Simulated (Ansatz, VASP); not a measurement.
# W (W(221) slab) in two plane-wave programs, part 2 of 2

One calculation is typed for both programs; each brings its own data sets. How far apart do they land? The cell is taken from a series of runs on this material, whose earlier steps may have relaxed, scaled, displaced or heated it; both programs get it as it stands.

VASP 6.6.1 and Ansatz 0.2.0.

So far: The structure; VASP: single point, PBE.

## 3. Ansatz: single point, PBE

Level of this step: Ansatz beside VASP: Kohn-Sham DFT, plane waves, PBE (Ansatz).

Ansatz runs on its default PAW (the set named soft_2) files.

The same cell, functional, mesh and smearing now go to Ansatz, which takes its cutoff from its data sets.

Input file input.yaml:

```yaml
crystal:
  lattice:
    - [7.12188, 0.0, 0.0]
    - [5.6975, 4.27313, 0.0]
    - [0.0, 0.0, 27.20917]
  atoms:
    - { symbol: W, position: [0.15905, 0.15905, 0.28435] }
    - { symbol: W, position: [0.55332, 0.55332, 0.30036] }
    - { symbol: W, position: [0.94275, 0.94275, 0.31835] }
    - { symbol: W, position: [0.33323, 0.33323, 0.33486] }
    - { symbol: W, position: [0.72396, 0.72396, 0.35033] }
    - { symbol: W, position: [0.11105, 0.11105, 0.3735] }
    - { symbol: W, position: [0.50085, 0.50085, 0.3928] }
    - { symbol: W, position: [0.88921, 0.88921, 0.41204] }
    - { symbol: W, position: [0.27881, 0.27881, 0.43118] }
    - { symbol: W, position: [0.66672, 0.66672, 0.45074] }
    - { symbol: W, position: [0.05571, 0.05571, 0.47126] }
    - { symbol: W, position: [0.44477, 0.44477, 0.49087] }
    - { symbol: W, position: [0.83301, 0.83301, 0.50913] }
    - { symbol: W, position: [0.22207, 0.22207, 0.52874] }
    - { symbol: W, position: [0.61106, 0.61106, 0.54926] }
    - { symbol: W, position: [0.99897, 0.99897, 0.56882] }
    - { symbol: W, position: [0.38857, 0.38857, 0.58796] }
    - { symbol: W, position: [0.77693, 0.77693, 0.6072] }
    - { symbol: W, position: [0.16673, 0.16673, 0.6265] }
    - { symbol: W, position: [0.55382, 0.55382, 0.64967] }
    - { symbol: W, position: [0.94455, 0.94455, 0.66514] }
    - { symbol: W, position: [0.33503, 0.33503, 0.68165] }
    - { symbol: W, position: [0.72446, 0.72446, 0.69964] }
    - { symbol: W, position: [0.11873, 0.11873, 0.71565] }
kpoints:
  mp_grid: { grid: [11, 11, 1] }
hamiltonian:
  xc: pbe
scf:
  occupations: { method: fermi_dirac, width: 0.1 }
output:
  forces: true
```

Started as:

```bash
$ ansatz run input.yaml --threads 5 --pin off --max-ram 81920MiB --backend cuda --events-out ev --progress --plain --runs-dir out
```

Numbers of over 12 decimals in the logs are rounded to 6 here.

The program printed:

```text
Engine: ansatz 0.2.0, x86_64-unknown-linux-gnu
Pseudopotentials: kind: paw
Pseudopotential: W, paw, valence charge 14, recommended cutoff 420 eV (normal), W.paw.azcp
Functional definition: PBE
  parameter kappa = 0.804
  parameter beta = 0.066725
  exchange = pbe_x(kappa = kappa, mu = beta*pi^2/3)
  correlation = pbe_c(beta = beta)
device memory: the entry about to start is reckoned to put 13.7 GiB on a device that reports 78.6 GiB free
GPU FFT provider: cuFFT
GPU libraries: cuBLAS 13.8.2, cuFFT 12.4.0, cuSOLVER 12.3.4
Crystal: 24 atoms, lattice volume = 828.049 Å³
Basis set: ecut = 420 eV, 16147 PW (Γ), exchange–correlation on 96×96×384 points (8 copies of the dense FFT grid, shifted against one another)
Bands: 202, of which v1, the nominal top of the filled ones, is band 168 counted from 1 (167 counted from 0)
Symmetry: 4 space group operations
Space group: C2/m (ITA 12), of the structure as read, at distance tolerance 9.4e-5 Å
k-points: 36 of 121
Non-local potential: W, projectors of the file, l = 0: 3, l = 1: 2, l = 2: 2, l = 3: 1
PAW form: soft (Blöchl's): semilocal exchange-correlation on the pseudo side does not see the compensation charge
PAW one-centre angular grid: W, 590 points (default); XC on 64 Gauss nodes
Initial density: superposition of atomic densities (neutral atoms: chi_scale 0, normalization atom), corrected by the library's trained network
Initial wavefunctions: pseudopotential atomic-orbital guess
GPU buffer pool allocated for 442368 grid points (all kernels)
GPU transforms: local potential and band sums: pruned to the plane-wave sphere, on 48×48×192
Functional: x = pbe(κ = 0.804, μ = 0.219515), c = pbe(β = 0.066725)
SCF iter   1: F=—  HF=-249222.304287 eV  |F-HF|=—  |Δ(HF+E_count)|=         —  Δρ=5.04e-3  dr2=9.00e-1  ethr=1.77e-3  ⟨swp⟩=9.3  Hψ=35140  notcnv=0
preconditioner: auto → LDOS  [metal: Δε(μ)=0.006 eV  Ē_g=4.658 eV  σ=0.100 eV  W_gap=0.02  n_scr=188 (ndim 8)  ℏωp=15.5 eV  f_vac=0.471  D(μ)=17.58/eV (n_scr^D=100)  β→1.0]
SCF iter   2: F=—  HF=-249222.297548 eV  |F-HF|=—  |Δ(HF+E_count)|=   6.74e-3  Δρ=2.73e-3  dr2=2.40e-1  ethr=2.68e-4  ⟨swp⟩=2.1  Hψ=11281  notcnv=0
SCF iter   3: F=—  HF=-249222.275796 eV  |F-HF|=—  |Δ(HF+E_count)|=   2.18e-2  Δρ=7.13e-4  dr2=1.54e-2  ethr=7.13e-5  ⟨swp⟩=2.0  Hψ=10061  notcnv=0
SCF iter   4: F=—  HF=-249222.276662 eV  |F-HF|=—  |Δ(HF+E_count)|=   8.66e-4  Δρ=1.82e-4  dr2=5.35e-4  ethr=4.57e-6  ⟨swp⟩=2.9  Hψ=11323  notcnv=0
SCF iter   5: F=—  HF=-249222.272622 eV  |F-HF|=—  |Δ(HF+E_count)|=   4.04e-3  Δρ=6.16e-5  dr2=5.35e-5  ethr=1.59e-7  ⟨swp⟩=2.7  Hψ=10782  notcnv=0
SCF iter   6: F=—  HF=-249222.276121 eV  |F-HF|=—  |Δ(HF+E_count)|=   3.50e-3  Δρ=2.13e-5  dr2=6.24e-6  ethr=1.59e-8  ⟨swp⟩=3.2  Hψ=12085  notcnv=0
SCF iter   7: F=—  HF=-249222.276124 eV  |F-HF|=—  |Δ(HF+E_count)|=   3.48e-6  Δρ=6.33e-6  dr2=6.18e-7  ethr=1.86e-9  ⟨swp⟩=2.8  Hψ=11646  notcnv=0
SCF iter   8: F=—  HF=-249222.276125 eV  |F-HF|=—  |Δ(HF+E_count)|=   4.32e-7  Δρ=2.21e-6  dr2=1.02e-7  ethr=2.98e-11  ⟨swp⟩=6.1  Hψ=29319  notcnv=0
SCF iter   9: F=-249222.276125 eV  HF=-249222.276125 eV  |F-HF|=6.46e-9  |Δ(HF+E_count)|=   6.41e-8  Δρ=7.52e-7  dr2=9.99e-9  ethr=2.98e-11  ⟨swp⟩=5.0  Hψ=22182  notcnv=0
SCF 1 converged in 9 iterations: F = -249222.276125 eV  dr2 = 9.99e-9
  greatest PAW one-centre occupation: 1.000 electrons in one spin orbital (limit 2), on the W atom at site 20 (counted from 0), in its partial waves of l = 0
SCF converged after 9 iterations
Free energy (F): -249222.276125 eV
Harris-Foulkes:  -249222.276125 eV  (|F-HF|=6.46e-9)
Internal energy: -249221.702008 eV  (E = F + TS)
E sigma→0 (E₀):  -249221.989066 eV
Entropy (-TS):   -0.574117 eV (-23.922 meV/atom)
Fermi energy:    8.112945 eV
--- Per-component energies (eV) ---
  E_band       = -6772.486347
  E_kinetic    = 10766.170915
  E_local      = -453666.003161  (includes V_loc(G=0)·N_el)
  E_nonlocal   = 25.338611
  E_hartree    = 222402.358425
  E_xc         = -6386.135300
  E_vxc        = -5703.988823  (∫ρ·V_xc dr)
  E_paw        = -205499.985220  (= ΣΔE_a)
  E_vpaw       = -2998.748147  (= ΣTr[D̂ρ^β])
  E_aug_tail   = -0.001482  (compensation charges beyond the density's cutoff)
  E_ewald      = 183136.555204
  E_smearing   = -0.574117  (= −TS)
  E_closure    = -0.000000  (closes the sum)
  Σ components = -249222.276125   (vs F -249222.276125, Δ=0.00e0)
--- Forces (eV/Å), atoms counted from 1 ---
  atom   1  W     -0.00128745    -0.00042915    -0.03198176
  atom   2  W     -0.00796816    -0.00265606     0.01719392
  atom   3  W     -0.00347197    -0.00115732    -0.01998605
  atom   4  W     -0.01161536    -0.00387179    -0.00520281
  atom   5  W     -0.00703115    -0.00234372     0.03390162
  atom   6  W      0.02914990     0.00971665     0.01668182
  atom   7  W     -0.00625509    -0.00208503    -0.01303376
  atom   8  W      0.01107894     0.00369299    -0.00195851
  atom   9  W     -0.02695498    -0.00898501    -0.00491104
  atom  10  W      0.02153549     0.00717851     0.00140797
  atom  11  W     -0.01989542    -0.00663182     0.00709117
  atom  12  W      0.01467710     0.00489237     0.00232100
  atom  13  W     -0.01467710    -0.00489237    -0.00232100
  atom  14  W      0.01989542     0.00663182    -0.00709117
  atom  15  W     -0.02153549    -0.00717851    -0.00140797
  atom  16  W      0.02695498     0.00898501     0.00491104
  atom  17  W     -0.01107894    -0.00369299     0.00195851
  atom  18  W      0.00625509     0.00208503     0.01303376
  atom  19  W     -0.02914990    -0.00971665    -0.01668182
  atom  20  W      0.00703115     0.00234372    -0.03390162
  atom  21  W      0.01161536     0.00387179     0.00520281
  atom  22  W      0.00347197     0.00115732     0.01998605
  atom  23  W      0.00796816     0.00265606    -0.01719392
  atom  24  W      0.00128745     0.00042915     0.03198176
  max |Σ_I F_I| component: 5.20e-18 eV/Å
```

## 4. Differences

Known differences besides the potentials themselves: the data sets hold 336 valence electrons in Ansatz (on its default PAW (the set named soft_2) files) and 144 in VASP; the cutoff is 420 eV in Ansatz and 520 eV in VASP. Total energies have different zeros and are not compared.

Forces on 7 of the 24 atoms, those with the largest forces and the largest differences (eV/Å; atoms numbered as in POSCAR):

| atom | Ansatz x, y, z | VASP x, y, z |
| --- | --- | --- |
| W1 | -0.001, 0.000, -0.032 | -0.102, -0.034, 0.370 |
| W2 | -0.008, -0.003, 0.017 | 0.068, 0.023, 0.256 |
| W6 | 0.029, 0.010, 0.017 | 0.055, 0.018, -0.225 |
| W19 | -0.029, -0.010, -0.017 | -0.055, -0.018, 0.225 |
| W22 | 0.003, 0.001, 0.020 | -0.023, -0.008, -0.190 |
| W23 | 0.008, 0.003, -0.017 | -0.068, -0.023, -0.256 |
| W24 | 0.001, 0.000, 0.032 | 0.102, 0.034, -0.370 |

The forces differ by 101 meV/Å r.m.s., where the r.m.s. force is 0.014 eV/Å in Ansatz and 0.098 eV/Å in VASP: the atoms lie near their places of rest in Ansatz, so a percentage would say little (all taken over all components). Where the cell holds vacuum, a pressure given here is an average over it and none of the material.

## 5. Summary of results

- r.m.s. force difference (single point, PBE): 101 meV/Å

In words: The r.m.s. force difference is 101 meV/Å (single point, PBE), beyond the 12 meV/Å picked in this series as the mark of a large difference. The data sets hold unlike numbers of valence electrons (336 in Ansatz and 144 in VASP), so part of the differences may come from the potentials. What causes the difference of the single point, PBE pair stays open here. Such differences can come from data sets, numerical settings and the points named under the comparisons, not from the functional's error against experiment.

[Lines on the potential files, build, host, timing and source positions are cut from VASP's logs without a mark.]

[Logs are printed without paths, hosts, clocks, repeated set-up lines and the standing remarks that a program may print on its own settings, such as how far it seeks lower states.]

[Hosts, paths, dates, database ids (printed as entryN), source tags and the programs' standing remarks are cut or masked in the printed files.]
